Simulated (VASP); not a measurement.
# Osmium: the relaxed cell at several levels of theory, part 2 of 2

Which functional gives which lattice for Osmium? The starting structure is a measured crystal structure from the Crystallography Open Database. The first relaxation on each setting starts from this cell expanded by 3 % in volume.

VASP 6.6.1.

Results so far: PBEsol 13.91 Å³ an atom; LDA 13.73 Å³ an atom; PBE 14.27 Å³ an atom; PBEsol + D3(BJ) 13.67 Å³ an atom.

## (6) Relaxation with r2SCAN

Level of this step: r2SCAN; plane waves and PAW (Os) (VASP).

r2SCAN adds the kinetic-energy density, costs more than a GGA and is run with LASPH.

Contents of INCAR:

```
SYSTEM = Os
PREC = Accurate
ENCUT = 450
EDIFF = 1E-06
NELM = 100
ISMEAR = 1
SIGMA = 0.15
LREAL = .FALSE.
ALGO = Normal
METAGGA = R2SCAN
LASPH = .TRUE.
NBANDS = 14
LORBIT = 11
LWAVE = .FALSE.
LCHARG = .FALSE.
KPAR = 2
IBRION = 2
NSW = 50
ISIF = 3
EDIFFG = -0.004
```

Contents of POSCAR:

```
Os
1.0
    2.7611720577      0.0000000000      0.0000000000
   -1.3805860288      2.3912451462      0.0000000000
    0.0000000000      0.0000000000      4.3624720886
Os
2
Direct
    0.6666666667      0.3333333333      0.7500000000
    0.3333333333      0.6666666667      0.2500000000
```

Contents of KPOINTS:

```
Automatic mesh
0
Gamma
18 18 10
0 0 0
```

Potentials, in the order of the species: Os (PBE family, release 64).

Run with:

```sh
mpirun -np 2 vasp_std
```

The log of the run:

```text
[banner, memory and clock lines left out]
running    2 mpi-ranks, on    1 nodes
[...]
[... a notice as in an earlier step ...]

 LDA part: xc-table for (None), standard interpolation
 POSCAR, INCAR and KPOINTS ok, starting setup
[...]
entering main loop
       N       E                     dE             d eps       ncg     rms          rms(c)
DAV:   1     0.947946168766E+01    0.94795E+01   -0.72400E+03  6232   0.102E+03
DAV:   2    -0.103959917781E+03   -0.11344E+03   -0.10069E+03  6558   0.340E+02
DAV:   3    -0.108746861006E+03   -0.47869E+01   -0.45889E+01  8006   0.603E+01
DAV:   4    -0.108790612144E+03   -0.43751E-01   -0.43653E-01  6906   0.589E+00
[...]
DAV:  11    -0.105979643313E+03    0.30522E-04   -0.11987E-05  6894   0.393E-02    0.437E-03
DAV:  12    -0.105979641187E+03    0.21269E-05   -0.36454E-07  4206   0.798E-03    0.174E-03
DAV:  13    -0.105979640686E+03    0.50077E-06   -0.54323E-08  3312   0.196E-03
   1 F= -.10597964E+03 E0= -.10597920E+03  d E =-.105980E+03
[... from here on, the cycles between the ionic steps are left out ...]
   2 F= -.10547739E+03 E0= -.10547691E+03  d E =0.502250E+00
   3 F= -.10600291E+03 E0= -.10600246E+03  d E =-.232704E-01
   4 F= -.10600297E+03 E0= -.10600252E+03  d E =-.233337E-01
   5 F= -.10600298E+03 E0= -.10600252E+03  d E =-.233347E-01
   6 F= -.10600293E+03 E0= -.10600251E+03  d E =0.502569E-04
   7 F= -.10600298E+03 E0= -.10600254E+03  d E =-.811874E-05
   8 F= -.10600298E+03 E0= -.10600254E+03  d E =-.817468E-05
   9 F= -.10600297E+03 E0= -.10600254E+03  d E =0.771630E-05
  10 F= -.10600298E+03 E0= -.10600254E+03  d E =-.752305E-05
  11 F= -.10600298E+03 E0= -.10600254E+03  d E =-.775222E-05
  12 F= -.10600298E+03 E0= -.10600254E+03  d E =-.783632E-05
  13 F= -.10600298E+03 E0= -.10600256E+03  d E =0.484469E-06
  14 F= -.10600299E+03 E0= -.10600255E+03  d E =-.250832E-05
[...]
reached required accuracy - stopping structural energy minimisation
```

Elapsed: 6.4 min, on 2 MPI ranks of Intel Xeon 6975P-C (Granite Rapids), shared host; peak memory 0.37 GiB; 13 min of CPU time.

From OUTCAR (step 6):

```text
  Total        0.0012670      0.0012670     -0.0019021      0.0000000     -0.0000000      0.0000000
  in kB        0.0722578      0.0722578     -0.1084740      0.0000000     -0.0000000      0.0000000
  external PRESSURE =       0.0120139 kB  Pullay stress =       0.0000000 kB

 POSITION                                       TOTAL-FORCE (eV/Angst)
 -----------------------------------------------------------------------------------
      1.36921      0.79052      3.24448        -0.000000     -0.000000      0.000000
     -0.00000      1.58103      1.08149         0.000000      0.000000      0.000000
 -----------------------------------------------------------------------------------
    total drift:                               -0.000000      0.000000     -0.000000

  FREE ENERGIE OF THE ION-ELECTRON SYSTEM (eV)
  ---------------------------------------------------
  free  energy   TOTEN  =      -106.0029857559 eV

  energy  without entropy=     -106.0016815555  energy(sigma->0) =     -106.00255102

[... 2 parts as in an earlier step ...]

[... 2 further parts left out ...]
[key lines of the parts left out:]
E-fermi :   9.1960
```

Logs of long relaxations may skip ionic steps without a mark.

With r2SCAN the relaxed cell holds 14.047 Å³ an atom, +0.46 % against the measured cell, with a = 2.738 Å and c = 4.326 Å. That is +1.01 % from PBEsol.

## (7) Relaxation with r2SCAN + rVV10

rVV10 adds a nonlocal correlation energy for dispersion.

Changes to INCAR since step 6:

```diff
@@ -10,2 +10,6 @@
 METAGGA = R2SCAN
+LUSE_VDW = .TRUE.
+IVDW_NL = 2
+BPARAM = 11.95
+CPARAM = 0.0093
 LASPH = .TRUE.
```

POSCAR is that of step 6.

KPOINTS is that of step 6.

Run with:

```sh
mpirun -np 2 vasp_std
```

The log of the run:

```text
[banner, memory and clock lines left out]
running    2 mpi-ranks, on    1 nodes
[...]
|                                                                             |
|               ----> ADVICE to this user running VASP <----                  |
|                                                                             |
|     You have switched on vdW-DFT.                                           |
|     This routine was written and supplied by Jiri Klimes. We recommend      |
|     that you carefully read and cite the following publications:            |
|       J. Klimes, D.R. Bowler, A. Michelides                                 |
|          J. Phys.: Cond Matt. 22 022201 (2010)                              |
|       J. Klimes, D.R. Bowler, A. Michelides                                 |
|          Phys. Rev. B. 83, 195131 (2011)                                    |
|     and references therein.                                                 |
|                                                                             |

[...]
Total rVV10 correction in eV:      0.2219333    23.8905869
DAV:  13    -0.105757477142E+03    0.53341E-06   -0.56841E-08  3330   0.198E-03
Total rVV10 correction in eV:      0.2219324    23.8905869
Total rVV10 correction in eV:      0.2219324    23.8905869
Total rVV10 correction in eV:      0.2219330    23.8905869
Total rVV10 correction in eV:      0.2219330    23.8905869
   1 F= -.10575748E+03 E0= -.10575702E+03  d E =-.105757E+03
[... from here on, the cycles between the ionic steps are left out ...]
   2 F= -.10505827E+03 E0= -.10505779E+03  d E =0.699212E+00
   3 F= -.10578824E+03 E0= -.10578778E+03  d E =-.307641E-01
   4 F= -.10578835E+03 E0= -.10578789E+03  d E =-.308768E-01
   5 F= -.10578836E+03 E0= -.10578790E+03  d E =-.308812E-01
   6 F= -.10578832E+03 E0= -.10578791E+03  d E =0.432791E-04
   7 F= -.10578838E+03 E0= -.10578793E+03  d E =-.184067E-04
   8 F= -.10578838E+03 E0= -.10578793E+03  d E =-.185570E-04
   9 F= -.10578836E+03 E0= -.10578793E+03  d E =-.228493E-05
  10 F= -.10578838E+03 E0= -.10578794E+03  d E =-.180103E-04
  11 F= -.10578838E+03 E0= -.10578793E+03  d E =-.182424E-04
  12 F= -.10578837E+03 E0= -.10578795E+03  d E =0.665666E-05
  13 F= -.10578838E+03 E0= -.10578795E+03  d E =-.392342E-05
[...]
reached required accuracy - stopping structural energy minimisation
```

Elapsed: 7.8 min, on 2 MPI ranks; peak memory 0.48 GiB; 15 min of CPU time.

Parts of OUTCAR (step 7):

```text
  Total        0.0074108      0.0074108     -0.0012494      0.0000000     -0.0000000      0.0000000
  in kB        0.4242002      0.4242002     -0.0715171      0.0000000     -0.0000000      0.0000000
  external PRESSURE =       0.2589611 kB  Pullay stress =       0.0000000 kB

 POSITION                                       TOTAL-FORCE (eV/Angst)
 -----------------------------------------------------------------------------------
      1.36733      0.78943      3.24134         0.000000      0.000000      0.000000
     -0.00000      1.57886      1.08045        -0.000000     -0.000000      0.000000
 -----------------------------------------------------------------------------------
    total drift:                               -0.000000      0.000000     -0.000000

  FREE ENERGIE OF THE ION-ELECTRON SYSTEM (eV)
  ---------------------------------------------------
  free  energy   TOTEN  =      -105.7883805064 eV

  energy  without entropy=     -105.7870794019  energy(sigma->0) =     -105.78794680

[... 2 parts as in an earlier step ...]

[... 2 further parts left out ...]
[key lines of the parts left out:]
E-fermi :   9.2520
```

With r2SCAN + rVV10 the relaxed cell holds 13.995 Å³ an atom, +0.09 % against the measured cell, with a = 2.735 Å and c = 4.322 Å. That is +0.63 % from PBEsol.

## (8) Relaxation with rev-vdW-DF2

rev-vdW-DF2 revises the exchange of vdW-DF2 for solids.

Changes to INCAR since step 7:

```diff
@@ -9,7 +9,8 @@
 ALGO = Normal
-METAGGA = R2SCAN
+GGA = MK
+AGGAC = 0
 LUSE_VDW = .TRUE.
-IVDW_NL = 2
-BPARAM = 11.95
-CPARAM = 0.0093
+PARAM1 = 0.1234
+PARAM2 = 0.711357
+ZAB_VDW = -1.8867
 LASPH = .TRUE.
```

POSCAR is that of step 7.

KPOINTS is that of step 7.

Run with:

```sh
mpirun -np 2 vasp_std
```

The log of the run:

```text
[banner, memory and clock lines left out]
running    2 mpi-ranks, on    1 nodes
[...]
[... a notice as in an earlier step ...]

 [... a notice as in an earlier step ...]

 LDA part: xc-table for (Slater+PW92), standard interpolation
 POSCAR, INCAR and KPOINTS ok, starting setup
[...]
entering main loop
       N       E                     dE             d eps       ncg     rms          rms(c)
DAV:   1     0.931018340183E+02    0.93102E+02   -0.69250E+03  6232   0.975E+02
DAV:   2    -0.153011198829E+02   -0.10840E+03   -0.96097E+02  6534   0.327E+02
DAV:   3    -0.198566520757E+02   -0.45555E+01   -0.43546E+01  8054   0.573E+01
DAV:   4    -0.199009679961E+02   -0.44316E-01   -0.44216E-01  6852   0.573E+00
[...]
DAV:  10    -0.184634445599E+02   -0.26110E-04   -0.56024E-05  7902   0.648E-02    0.997E-03
DAV:  11    -0.184634240579E+02    0.20502E-04   -0.47061E-06  6900   0.243E-02    0.112E-03
DAV:  12    -0.184634233300E+02    0.72788E-06   -0.89315E-08  3792   0.319E-03
   1 F= -.18463423E+02 E0= -.18462954E+02  d E =-.184634E+02
[... from here on, the cycles between the ionic steps are left out ...]
   2 F= -.18286801E+02 E0= -.18286340E+02  d E =0.176622E+00
   3 F= -.18472750E+02 E0= -.18472285E+02  d E =-.932628E-02
   4 F= -.18472759E+02 E0= -.18472295E+02  d E =-.933572E-02
   5 F= -.18472757E+02 E0= -.18472293E+02  d E =-.933394E-02
   6 F= -.18472734E+02 E0= -.18472314E+02  d E =0.234278E-04
   7 F= -.18472775E+02 E0= -.18472329E+02  d E =-.181238E-04
   8 F= -.18472775E+02 E0= -.18472329E+02  d E =-.181386E-04
   9 F= -.18472771E+02 E0= -.18472337E+02  d E =0.414184E-05
  10 F= -.18472778E+02 E0= -.18472335E+02  d E =-.234160E-05
[...]
reached required accuracy - stopping structural energy minimisation
```

The job ended after 2.2 min (2 MPI ranks; peak memory 0.58 GiB; 4.4 min of CPU time).

From OUTCAR (step 8):

```text
  Total        0.0005999      0.0005999      0.0018443      0.0000000      0.0000000      0.0000000
  in kB        0.0339089      0.0339089      0.1042492      0.0000000      0.0000000      0.0000000
  external PRESSURE =       0.0573556 kB  Pullay stress =       0.0000000 kB

 POSITION                                       TOTAL-FORCE (eV/Angst)
 -----------------------------------------------------------------------------------
      1.37292      0.79266      3.25580        -0.000000      0.000000      0.000000
     -0.00000      1.58532      1.08527         0.000000     -0.000000      0.000000
 -----------------------------------------------------------------------------------
    total drift:                               -0.000000      0.000000     -0.000000

  FREE ENERGIE OF THE ION-ELECTRON SYSTEM (eV)
  ---------------------------------------------------
  free  energy   TOTEN  =       -18.4727777476 eV

  energy  without entropy=      -18.4714498435  energy(sigma->0) =      -18.47233511

[... 2 parts as in an earlier step ...]

[... 2 further parts left out ...]
[key lines of the parts left out:]
E-fermi :   9.1705
```

With rev-vdW-DF2 the relaxed cell holds 14.173 Å³ an atom, +1.36 % against the measured cell, with a = 2.746 Å and c = 4.341 Å. That is +1.91 % from PBEsol.

## (9) Relaxation with BLYP

BLYP comes from molecular chemistry and underbinds dense solids. This run starts from the cell of an earlier relaxation, which isn't shown; the restart sets up the plane waves anew.

Changes to INCAR since step 8:

```diff
@@ -9,9 +9,7 @@
 ALGO = Normal
-GGA = MK
-AGGAC = 0
-LUSE_VDW = .TRUE.
-PARAM1 = 0.1234
-PARAM2 = 0.711357
-ZAB_VDW = -1.8867
-LASPH = .TRUE.
+GGA = B5
+ALDAX = 1
+AGGAX = 1
+AGGAC = 1
+ALDAC = 0
 NBANDS = 14
```

Contents of POSCAR:

```
Os
1.0
    2.8017655021      0.0000000000      0.0000000000
   -1.4008827510      2.4264001003      0.0000000000
    0.0000000000      0.0000000000      4.4172312984
Os
2
Direct
    0.6666666667      0.3333333333      0.7500000000
    0.3333333333      0.6666666667      0.2500000000
```

KPOINTS is that of step 8.

Run with:

```sh
mpirun -np 2 vasp_std
```

The log of the run:

```text
[banner, memory and clock lines left out]
running    2 mpi-ranks, on    1 nodes
[...]
[... a notice as in an earlier step ...]

 LDA part: xc-table for (Slater(with rela. corr.)+VWN5), standard interpolation
 POSCAR, INCAR and KPOINTS ok, starting setup
[...]
entering main loop
       N       E                     dE             d eps       ncg     rms          rms(c)
DAV:   1     0.907052224640E+02    0.90705E+02   -0.68625E+03  6216   0.965E+02
DAV:   2    -0.158580437759E+02   -0.10656E+03   -0.94337E+02  6582   0.325E+02
DAV:   3    -0.205860642050E+02   -0.47280E+01   -0.45122E+01  8094   0.573E+01
DAV:   4    -0.206317911236E+02   -0.45727E-01   -0.45515E-01  6878   0.591E+00
[...]
DAV:  10    -0.193113525588E+02   -0.23213E-04   -0.29966E-05  7884   0.436E-02    0.106E-02
DAV:  11    -0.193113341380E+02    0.18421E-04   -0.39188E-06  6960   0.235E-02    0.206E-03
DAV:  12    -0.193113335496E+02    0.58846E-06   -0.68415E-08  3726   0.253E-03
   1 F= -.19311334E+02 E0= -.19310724E+02  d E =-.193113E+02
[...]
reached required accuracy - stopping structural energy minimisation
```

The job ended after 17 s (2 MPI ranks; peak memory 0.35 GiB; 33 s of CPU time).

Parts of OUTCAR (step 9):

```text
  Total       -0.0002275     -0.0002275      0.0010059     -0.0000000     -0.0000000      0.0000000
  in kB       -0.0121375     -0.0121375      0.0536700     -0.0000000     -0.0000000      0.0000000
  external PRESSURE =       0.0097984 kB  Pullay stress =       0.0000000 kB

 POSITION                                       TOTAL-FORCE (eV/Angst)
 -----------------------------------------------------------------------------------
      1.40088      0.80880      3.31292         0.000000      0.000000      0.000000
     -0.00000      1.61760      1.10431        -0.000000     -0.000000      0.000000
 -----------------------------------------------------------------------------------
    total drift:                                0.000000     -0.000000     -0.000000

  FREE ENERGIE OF THE ION-ELECTRON SYSTEM (eV)
  ---------------------------------------------------
  free  energy   TOTEN  =       -19.3113335496 eV

  energy  without entropy=      -19.3095047250  energy(sigma->0) =      -19.31072394

[... 2 parts as in an earlier step ...]

[... 2 further parts left out ...]
[key lines of the parts left out:]
E-fermi :   9.0237
```

With BLYP the relaxed cell holds 15.015 Å³ an atom, +7.38 % against the measured cell, with a = 2.802 Å and c = 4.417 Å. That is +7.96 % from PBEsol.

## (10) The runs compared

```
          level  volume (Å³/atom)  against the measured cell (%)   a (Å)   c (Å)  pressure left (GPa)  core minutes
         PBEsol            13.907                          -0.54  2.7283  4.3147                 0.02          2.65
            LDA            13.732                          -1.79  2.7169  4.2961                  0.0          2.67
            PBE            14.272                           2.07  2.7526  4.3501                 0.03          1.33
PBEsol + D3(BJ)            13.666                          -2.27  2.7116  4.2923                 0.04          2.47
         r2SCAN            14.047                           0.46  2.7384   4.326                  0.0          12.8
 r2SCAN + rVV10            13.995                           0.09  2.7347  4.3218                 0.03          15.5
    rev-vdW-DF2            14.173                           1.36  2.7458  4.3411                 0.01           4.4
           BLYP            15.015                           7.38  2.8018  4.4172                  0.0          3.23
```

Core minutes are wall time times ranks, summed over the relaxations behind a row (those for a bulk modulus apart), on shared hosts.

## (11) What came out

| Property | Result |
| --- | --- |
| volume, PBEsol | 13.91 Å³/atom |
| volume, LDA | 13.73 Å³/atom |
| volume, PBE | 14.27 Å³/atom |
| volume, PBEsol + D3(BJ) | 13.67 Å³/atom |
| volume, r2SCAN | 14.05 Å³/atom |
| volume, r2SCAN + rVV10 | 14.00 Å³/atom |
| volume, rev-vdW-DF2 | 14.17 Å³/atom |
| volume, BLYP | 15.01 Å³/atom |

Across 8 levels the volume of Osmium spans 9.9 %, from 13.67 Å³ an atom (PBEsol + D3(BJ)) to 15.01 Å³ (BLYP). Against the measured volume of the starting structure, r2SCAN + rVV10 comes nearest (+0.1 %) and BLYP lies farthest (+7.4 %). The measured cell holds zero-point expansion and, unless it was taken cold, thermal expansion, which the runs lack, so small differences decide nothing. Adding D3(BJ) to PBEsol changes the volume by -1.7 %. Adding rVV10 to r2SCAN changes the volume by -0.4 %. LASPH is on in some of these runs and off in others, which adds a little to the differences. Spin-orbit coupling is left out of all runs, which can matter with elements this heavy. All runs keep the symmetry of the start, so they can't find a distortion of lower symmetry. Further runs on this material are not shown.

[Lines on the potential files, build, host, timing and source positions are cut from VASP's logs without a mark.]

[Logs are printed without paths, hosts, clocks, repeated set-up lines and the standing remarks that a program may print on its own settings, such as how far it seeks lower states.]

[Hosts, paths, dates, database ids (printed as entryN), source tags and the programs' standing remarks are cut or masked in the printed files.]
